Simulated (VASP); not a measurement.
Output of a VASP run:

File OSZICAR:
```
...
DAV:   2    -0.238039823405E+02   -0.10242E+03   -0.96945E+02  1055   0.383E+02
DAV:   3    -0.316759147284E+02   -0.78719E+01   -0.78107E+01   990   0.946E+01
DAV:   4    -0.318212430434E+02   -0.14533E+00   -0.14518E+00  1155   0.137E+01
DAV:   5    -0.318231047833E+02   -0.18617E-02   -0.18617E-02   995   0.135E+00    0.712E+00
DAV:   6    -0.258892463635E+02    0.59339E+01   -0.61226E+00  1385   0.591E+01    0.249E+00
DAV:   7    -0.268077192717E+02   -0.91847E+00   -0.51687E-01  1120   0.184E+01    0.160E+00
DAV:   8    -0.266620017993E+02    0.14572E+00   -0.18918E-01   915   0.559E+00    0.685E-01
DAV:   9    -0.267540124604E+02   -0.92011E-01   -0.20580E-01   915   0.606E+00    0.549E-01
DAV:  10    -0.268361097587E+02   -0.82097E-01   -0.81351E-02   920   0.378E+00    0.119E-01
DAV:  11    -0.268786125571E+02   -0.42503E-01   -0.21423E-02   910   0.203E+00    0.142E-01
DAV:  12    -0.268775622243E+02    0.10503E-02   -0.12395E-03  1038   0.501E-01    0.874E-02
DAV:  13    -0.268813816761E+02   -0.38195E-02   -0.30364E-03   918   0.895E-01    0.591E-02
DAV:  14    -0.268815616817E+02   -0.18001E-03   -0.26689E-04   930   0.212E-01    0.604E-02
DAV:  15    -0.268814409218E+02    0.12076E-03   -0.27840E-04   928   0.242E-01    0.226E-02
DAV:  16    -0.268815257024E+02   -0.84781E-04   -0.11209E-04   918   0.155E-01    0.121E-02
DAV:  17    -0.268815250752E+02    0.62722E-06   -0.63139E-06  1005   0.342E-02
   1 F= -.26881525E+02 E0= -.26881525E+02  d E =-.268815E+02
       N       E                     dE             d eps       ncg     rms          rms(c)
DAV:   1    -0.269918193326E+02   -0.11029E+00   -0.14039E+00  1050   0.332E+01    0.202E+00
DAV:   2    -0.269040071139E+02    0.87812E-01   -0.14054E-01  1105   0.124E+01    0.921E-01
DAV:   3    -0.268816544314E+02    0.22353E-01   -0.24560E-02  1082   0.593E+00    0.250E-01
DAV:   4    -0.268823387183E+02   -0.68429E-03   -0.72292E-03  1016   0.126E+00    0.739E-02
DAV:   5    -0.268821604518E+02    0.17827E-03   -0.10897E-03   970   0.575E-01    0.305E-02
DAV:   6    -0.268821522948E+02    0.81570E-05   -0.23952E-04   910   0.243E-01    0.693E-03
DAV:   7    -0.268821827888E+02   -0.30494E-04   -0.24520E-04   915   0.268E-01    0.113E-02
DAV:   8    -0.268821815970E+02    0.11918E-05   -0.41797E-06  1002   0.246E-02    0.972E-03
DAV:   9    -0.268821712176E+02    0.10379E-04   -0.89646E-07   500   0.175E-02    0.504E-03
DAV:  10    -0.268821627299E+02    0.84877E-05   -0.79465E-06   920   0.486E-02    0.189E-03
DAV:  11    -0.268821629839E+02   -0.25393E-06   -0.14194E-07   465   0.441E-03
   2 F= -.26882163E+02 E0= -.26882163E+02  d E =-.637909E-03
       N       E                     dE             d eps       ncg     rms          rms(c)
DAV:   1    -0.269065511913E+02   -0.24388E-01   -0.29239E-01  1040   0.156E+01    0.895E-01
DAV:   2    -0.268891431378E+02    0.17408E-01   -0.27044E-02  1100   0.544E+00    0.416E-01
DAV:   3    -0.268845111404E+02    0.46320E-02   -0.55154E-03  1058   0.289E+00    0.106E-01
DAV:   4    -0.268845486663E+02   -0.37526E-04   -0.13526E-03  1059   0.514E-01    0.332E-02
DAV:   5    -0.268844981792E+02    0.50487E-04   -0.19175E-04   975   0.263E-01    0.160E-02
DAV:   6    -0.268845322171E+02   -0.34038E-04   -0.69781E-05   910   0.146E-01    0.405E-03
DAV:   7    -0.268845232038E+02    0.90134E-05   -0.52667E-05   915   0.125E-01    0.560E-03
DAV:   8    -0.268845227056E+02    0.49812E-06   -0.12069E-06   763   0.156E-02
   3 F= -.26884523E+02 E0= -.26884523E+02  d E =-.299763E-02
```

OUTCAR:
```
------------------------ aborting loop because EDIFF is reached ----------------------------------------
  FORCE on cell =-STRESS in cart. coord.  units (eV):
  Direction    XX          YY          ZZ          XY          YZ          ZX
  --------------------------------------------------------------------------------------
  Total       -0.0143646     -0.0143646     -0.0143646      0.0000000     -0.0000000      0.0000000
  in kB       -1.0119832     -1.0119832     -1.0119832      0.0000000     -0.0000000      0.0000000
  external PRESSURE =      -1.0119832 kB  Pullay stress =       0.0000000 kB
  volume of cell :       22.74
      direct lattice vectors                 reciprocal lattice vectors
    -0.000000000  2.248709004  2.248709004    -0.222349801  0.222349801  0.222349801
     2.248709004  0.000000000  2.248709004     0.222349801 -0.222349801  0.222349801
     2.248709004  2.248709004 -0.000000000     0.222349801  0.222349801 -0.222349801
  FREE ENERGIE OF THE ION-ELECTRON SYSTEM (eV)
  ---------------------------------------------------
  free  energy   TOTEN  =       -26.8845227056 eV

  energy  without entropy=      -26.8845227056  energy(sigma->0) =      -26.88452271

 reached required accuracy - stopping structural energy minimisation
```
(Selected blocks of OUTCAR.)

File POSCAR:
```
GaN
1
    0.0000000000     2.2600000000     2.2600000000
    2.2600000000     0.0000000000     2.2600000000
    2.2600000000     2.2600000000     0.0000000000
Ga N
1 1
Direct
  0.0000000000   0.0000000000   0.0000000000
  0.2500000000   0.2500000000   0.2500000000
```

### Question
Reconstruct the remaining input files.

### Answer
Several could match; the one computed here: the input of the run itself, SCAN meta-GGA, plane waves, VASP's PBE PAW potentials (set 64).

### KPOINTS
```
Automatic mesh
0
Gamma
9 9 9
0 0 0
```

### INCAR
```
ALGO  =  Normal
EDIFF  =  1E-6
EDIFFG  =  -0.01
ENCUT  =  520
IBRION  =  2
ISIF  =  3
ISMEAR  =  0
LASPH  =  .TRUE.
LCHARG  =  .FALSE.
LMAXMIX  =  4
LMIXTAU  =  .TRUE.
LREAL  =  .FALSE.
LWAVE  =  .FALSE.
METAGGA  =  SCAN
NELM  =  100
NSW  =  60
PREC  =  Accurate
SIGMA  =  0.05
SYSTEM  =  GaN
```

POTCAR, in this order: Ga_d N (PBE.64 set). Program: vasp_std.

The compound is GaN in the zinc blende structure, a metastable form; wurtzite is the usual one. This run relaxes it. Symmetry was kept, so distortions that lower it aren't found.
